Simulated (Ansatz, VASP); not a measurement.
**NaB in VASP and in Ansatz**

```
Na B
1.0
     0.00000    2.60335    2.60335
     2.60335    0.00000    2.60335
     2.60335    2.60335    0.00000
Na B
1 1
Direct
  0.00000 0.00000 0.00000
  0.50000 0.50000 0.50000
```

Change from the starting cell: strain -0.030 along x and y, -0.030 along z, atoms carried along.

Alike in both runs: task single point; functional PBE; k mesh 16 × 16 × 16; occupations gaussian, width 0.15 eV; no spin polarisation.

|  | VASP | Ansatz |
| --- | --- | --- |
| version | VASP 6.6.1 | Ansatz 0.2.0 |
| potentials or method | VASP PAW PBE potentials, release 64 (Na_pv, B) | scalar-relativistic, plane waves, PAW |
| plane-wave cutoff (eV) | 520 | 420 |
| valence electrons in the cell | 10 | 12 |

```csv
,VASP,Ansatz,Ansatz less VASP
gap on the k mesh at the Fermi level (eV),none,none,-
pressure (GPa),3.2,3.1,-0.06
```

A gap of «none» marks a metal or a gap that the smearing closes. The functional is the same, so the differences come from potentials, cutoffs and numerics. The two sets of potentials don't hold the same shells in valence.
